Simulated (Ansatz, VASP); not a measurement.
# Cross-check of ZrB2 between VASP and Ansatz, part 2 of 2

Aim: how closely do two programs agree when they are given the same cell, functional and k mesh? Of the first pair: The structure shown is the end of the Ansatz relaxation below.

VASP 6.6.1 and Ansatz 0.2.0.

So far. Step 3 (VASP: single point, PBEsol): The run ends at a pressure of -12.72 GPa.

## Step 5: Ansatz: zone-centre phonons, PBEsol

Level of this step: Ansatz beside VASP: Kohn-Sham DFT, plane waves, PBEsol (Ansatz).

Second derivatives magnify differences that forces hide, and they need a tight electronic threshold. The cell compared in this pair holds 27.21 Å³, against 32.04 Å³ for the pair before.

The cell is taken from a series of runs on this material, whose earlier steps may have relaxed, scaled, displaced or heated it; both programs get it as it stands.

Input file input.yaml:

```yaml
crystal:
  lattice:
    - [3.0506727672, 0.0, 0.0]
    - [-1.5253363836, 2.641960115, 0.0]
    - [0.0, 0.0, 3.3757312772]
  atoms:
    - { symbol: B, position: [0.3333333333, 0.6666666667, 0.5] }
    - { symbol: B, position: [0.6666666667, 0.3333333333, 0.5] }
    - { symbol: Zr, position: [0.0, 0.0, 0.0] }
kpoints:
  mp_grid: { grid: [15, 15, 12] }
hamiltonian:
  xc: pbesol
  pseudopotentials: { kind: paw, azcp: { folder: soft_1 }, xc_functional: pbe }
scf:
  occupations: { method: methfessel_paxton, width: 0.2 }
output:
  eigenvalues: true
phonons:
  method: dfpt
```

Launch:

```sh
$ ansatz run input.yaml --threads 4 --pin off --max-ram 10240MiB --backend cpu --events-out ev --progress --plain --runs-dir out
```

Numbers of over 12 decimals in the logs are rounded to 6 here.

Output:

```text
zone centre: on kpoints.mp_grid the ground state, and the responses unless they are solved on pairs of k-points, stand on 448 of the mesh's 2700 k-points, reduced under 4 symmetry operations, with k and −k counted as one. Each operation leaves every solved displacement unchanged or reverses it
[...]
Crystal: 3 atoms, lattice volume = 27.208 Å³
[...]
k mesh reduced under 4 symmetry operations, with k and −k counted as one. Each operation leaves every solved displacement unchanged or reverses it
  ASR residual: 4.176e-5 → 0.000e0 eV/Å²; symmetrization residual: 4.023e-7 eV/Å²
  ASR residual per site (eV/Å²): 1.19e-5 1.19e-5 4.18e-5
  Γ frequencies (cm⁻¹): 0.00 0.00 0.00 529.38 529.38 577.09 641.67 909.51 909.51
  non-analytic LO–TO correction: not included (Born effective charges unavailable; polar crystals: no LO–TO splitting at Γ)
[key lines of the parts left out:]
SCF converged after 8 iterations
Free energy (F): -4436.962797 eV
Fermi energy:    17.720640 eV
```

## Step 6: VASP: zone-centre phonons, PBEsol

The same cell, functional, mesh and smearing now go to VASP, with its own data sets.

Input file INCAR:

```
SYSTEM = ZrB2
PREC = Accurate
ENCUT = 500
EDIFF = 1E-08
NELM = 120
ISMEAR = 1
SIGMA = 0.2
LREAL = .FALSE.
ALGO = Normal
GGA = PS
NBANDS = 15
LASPH = .TRUE.
LORBIT = 11
LWAVE = .FALSE.
LCHARG = .FALSE.
ISIF = 2
IBRION = 8
GGA_COMPAT = .FALSE.
KPAR = 2
```

Input file POSCAR:

```
ZrB2
1.0
    3.0506727672      0.0000000000      0.0000000000
   -1.5253363836      2.6419601150      0.0000000000
    0.0000000000      0.0000000000      3.3757312772
B Zr
2 1
Direct
    0.3333333333      0.6666666667      0.5000000000
    0.6666666667      0.3333333333      0.5000000000
    0.0000000000      0.0000000000      0.0000000000
```

Input file KPOINTS:

```
Automatic mesh
0
Gamma
15 15 12
0 0 0
```

PAW data sets: B and Zr_sv (PBE family, release 64).

Launch:

```sh
$ mpirun -np 2 vasp_std
```

Output:

```text
[banner, memory and clock lines left out]
running    2 mpi-ranks, on    1 nodes
[...]
[... a notice as in an earlier step ...]

 LDA part: xc-table for (Slater+PW92), standard interpolation
 POSCAR, INCAR and KPOINTS ok, starting setup
[...]
entering main loop
       N       E                     dE             d eps       ncg     rms          rms(c)
DAV:   1     0.102987162607E+03    0.10299E+03   -0.97097E+03  5678   0.118E+03
DAV:   2    -0.246611372651E+02   -0.12765E+03   -0.12289E+03  7196   0.307E+02
DAV:   3    -0.287746499901E+02   -0.41135E+01   -0.40938E+01  8968   0.483E+01
DAV:   4    -0.288394831633E+02   -0.64833E-01   -0.64819E-01  6621   0.550E+00
[...]
DAV:  14    -0.261125938902E+02    0.45657E-07   -0.28577E-08  6132   0.175E-03    0.553E-04
DAV:  15    -0.261125938591E+02    0.31041E-07   -0.52194E-09  3486   0.683E-04    0.122E-04
DAV:  16    -0.261125938567E+02    0.24236E-08   -0.12167E-09  3129   0.302E-04
   1 F= -.26112594E+02 E0= -.26112745E+02  d E =0.453226E-03
[...]
RMM:  25    -0.619788944784E+00    0.41380E-07   -0.16890E-07 28939   0.259E-04    0.442E-05
RMM:  26    -0.619789105536E+00   -0.16075E-06   -0.14052E-07 28176   0.233E-04    0.449E-05
RMM:  27    -0.619789299309E+00   -0.19377E-06   -0.12134E-07 31573   0.209E-04    0.434E-05
 first order change of Fermi-energy   0.11681E-03
 force on displaced ion       3 direction 1 : -18.062   0.000   0.000
 Linear response progress:
  Degree of freedom:   4/  4
       N       E                     dE             d eps       ncg     rms          rms(c)
RMM:   1    -0.754878790113E+00   -0.75488E+00    0.27617E+00  6716   0.148E+01
RMM:   2    -0.695026916721E+00    0.59852E-01   -0.15876E-01  8856   0.264E+00    0.218E-01
RMM:   3    -0.698664192461E+00   -0.36373E-02   -0.33259E-02 10287   0.759E-01    0.713E-02
RMM:   4    -0.700938811951E+00   -0.22746E-02   -0.66009E-03 11952   0.285E-01    0.333E-02
[...]
RMM:  32    -0.701020531790E+00    0.11635E-07   -0.11302E-07  6437   0.450E-05    0.257E-06
RMM:  33    -0.701020533736E+00   -0.19455E-08   -0.11852E-07  6013   0.390E-05    0.319E-06
RMM:  34    -0.701020534078E+00   -0.34226E-09   -0.82808E-08  5775   0.339E-05    0.365E-06
 first order change of Fermi-energy   0.10178E-03
 force on displaced ion       3 direction 3 :   0.000   0.000 -21.518
 Linear response finished
```

OUTCAR, selected parts (step 6):

```text
  Total        5.5749558      5.5749558      5.5690575      0.0000000      0.0000000      0.0000000
  in kB      328.2934835    328.2934834    327.9461489      0.0000000      0.0000000      0.0000000
  external PRESSURE =     328.1777053 kB  Pullay stress =       0.0000000 kB

 POSITION                                       TOTAL-FORCE (eV/Angst)
 -----------------------------------------------------------------------------------
     -0.00000      1.76131      1.68787         0.000000     -0.000000     -0.000000
      1.52534      0.88065      1.68787        -0.000000      0.000000      0.000000
      0.00000      0.00000      0.00000         0.000000      0.000000      0.000000
 -----------------------------------------------------------------------------------
    total drift:                               -0.000000      0.000000     -0.000000

[... 1 part as in an earlier step ...]

[... 1 further part left out ...]
```

## Step 7: Differences

The two programs side by side:

```
                  quantity  Ansatz   VASP  difference
optical mode 1 to 2 (cm⁻¹)   529.4  529.9     -0.09 %
     optical mode 3 (cm⁻¹)   577.1  578.7     -0.27 %
     optical mode 4 (cm⁻¹)   641.7  641.8     -0.02 %
optical mode 5 to 6 (cm⁻¹)   909.5  912.8     -0.36 %
```

Modes are paired by rising frequency, not by their patterns, so a pair may set unlike modes beside each other; they are those without the splitting of longitudinal modes.

## Step 8: Results

```json
{"difference in pressure (single point, PBEsol)": "-0.26 GPa", "r.m.s. difference of the optical zone-centre modes, each program's sorted by frequency (zone-centre phonons, PBEsol)": "2.0 cm⁻¹"}
```

In words: The difference in pressure is -0.26 GPa (single point, PBEsol), within the 1 GPa picked in this series as the mark of a large difference. How closely two codes agree says nothing of how well the functional describes the real material.

[Lines on the potential files, build, host, timing and source positions are cut from VASP's logs without a mark.]

[Logs are printed without paths, hosts, clocks, repeated set-up lines and the standing remarks that a program may print on its own settings, such as how far it seeks lower states.]

[Hosts, paths, dates, database ids (printed as entryN), source tags and the programs' standing remarks are cut or masked in the printed files.]
